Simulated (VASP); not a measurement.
VASP input:

POSCAR:
```
GaP
1
    0.0000000000     2.7795000000     2.7795000000
    2.7795000000     0.0000000000     2.7795000000
    2.7795000000     2.7795000000     0.0000000000
Ga P
1 1
Direct
  0.0000000000   0.0000000000   0.0000000000
  0.2500000000   0.2500000000   0.2500000000
```

### INCAR
```
SYSTEM = GaP
PREC = Accurate
ENCUT = 520
EDIFF = 1E-6
NELM = 60
ALGO = Normal
LREAL = .FALSE.
LASPH = .TRUE.
ISMEAR = 0
SIGMA = 0.05
GGA = PE
LMAXMIX = 4
LWAVE = .FALSE.
LCHARG = .FALSE.
ISIF = 2
```

File KPOINTS:
```
Automatic mesh
0
Gamma
6 6 6
0 0 0
```

POTCAR, in this order: P Ga_d (PBE.64 set). Program: vasp_std.

Output

**standard output**
```
 POSCAR found type information on POSCAR GaP
 POSCAR found :  2 types and       2 ions
 Reading from existing POTCAR
 Reading from existing POTCAR
 WARNING: type information on POSCAR and POTCAR are incompatible
 POTCAR overwrites the type information in POSCAR
 typ   1 type information:  Ga P
 WARNING: type information on POSCAR and POTCAR are incompatible
 POTCAR overwrites the type information in POSCAR
 typ   2 type information:  P  Ga
 LDA part: xc-table for (Slater+PW92), standard interpolation
 POSCAR, INCAR and KPOINTS ok, starting setup
 WAVECAR not read
 entering main loop
       N       E                     dE             d eps       ncg     rms          rms(c)
DAV:   1     0.798953112029E+02    0.79895E+02   -0.89183E+03   421   0.194E+03
DAV:   2    -0.248659550262E+01   -0.82382E+02   -0.79106E+02   451   0.351E+02
DAV:   3    -0.923110016823E+01   -0.67445E+01   -0.67075E+01   531   0.795E+01
DAV:   4    -0.935854744719E+01   -0.12745E+00   -0.12736E+00   480   0.119E+01
DAV:   5    -0.936115425611E+01   -0.26068E-02   -0.26067E-02   539   0.143E+00    0.398E+00
DAV:   6    -0.912577802733E+01    0.23538E+00   -0.47060E-01   620   0.121E+01    0.260E+00
DAV:   7    -0.910323097586E+01    0.22547E-01   -0.10307E-01   529   0.230E+00    0.107E+00
DAV:   8    -0.910354213634E+01   -0.31116E-03   -0.13801E-02   481   0.171E+00    0.136E-01
DAV:   9    -0.910394856543E+01   -0.40643E-03   -0.15675E-03   540   0.687E-01    0.925E-02
DAV:  10    -0.910402448551E+01   -0.75920E-04   -0.13229E-04   555   0.120E-01    0.476E-02
DAV:  11    -0.910410549063E+01   -0.81005E-04   -0.12647E-04   456   0.117E-01    0.690E-03
DAV:  12    -0.910410458238E+01    0.90825E-06   -0.49202E-06   511   0.348E-02
   1 F= -.91041046E+01 E0= -.91041046E+01  d E =-.889449E-14
```

File OUTCAR:
```
------------------------ aborting loop because EDIFF is reached ----------------------------------------
  FORCE on cell =-STRESS in cart. coord.  units (eV):
  Direction    XX          YY          ZZ          XY          YZ          ZX
  --------------------------------------------------------------------------------------
  Total       -0.5650457     -0.5650457     -0.5650457      0.0000000      0.0000000      0.0000000
  in kB      -21.0796846    -21.0796846    -21.0796846      0.0000000      0.0000000      0.0000000
  external PRESSURE =     -21.0796846 kB  Pullay stress =       0.0000000 kB
  volume of cell :       42.95
      direct lattice vectors                 reciprocal lattice vectors
     0.000000000  2.779500000  2.779500000    -0.179888469  0.179888469  0.179888469
     2.779500000  0.000000000  2.779500000     0.179888469 -0.179888469  0.179888469
     2.779500000  2.779500000  0.000000000     0.179888469  0.179888469 -0.179888469
  FREE ENERGIE OF THE ION-ELECTRON SYSTEM (eV)
  ---------------------------------------------------
  free  energy   TOTEN  =        -9.1041045824 eV

  energy  without entropy=       -9.1041045824  energy(sigma->0) =       -9.10410458
```
(Selected blocks of OUTCAR.)

Task: Read input and log: which fault does this run have?
(A) POTCAR lists the elements in another order than POSCAR
(B) LDAUL, LDAUU and LDAUJ hold more entries than there are species
(C) LEPSILON was set with a meta-GGA
(D) ICHARG = 11 asks for a fixed density, but there is no CHGCAR

Result: A, POTCAR lists the elements in another order than POSCAR. The run ends without an error. Against the sound run, the pressure is nearly the same; the band gap is nearly the same.

To mend it, use POTCAR Ga_d P of the PBE.64 set.

The mended run (PBE GGA, plane waves, VASP's PBE PAW potentials (set 64)) converges, and its OSZICAR ends with
```
   1 F= -.91041046E+01 E0= -.91041046E+01  d E =-.159542E-13
```

The compound is GaP in the zinc blende structure. The cell was not relaxed at this level.
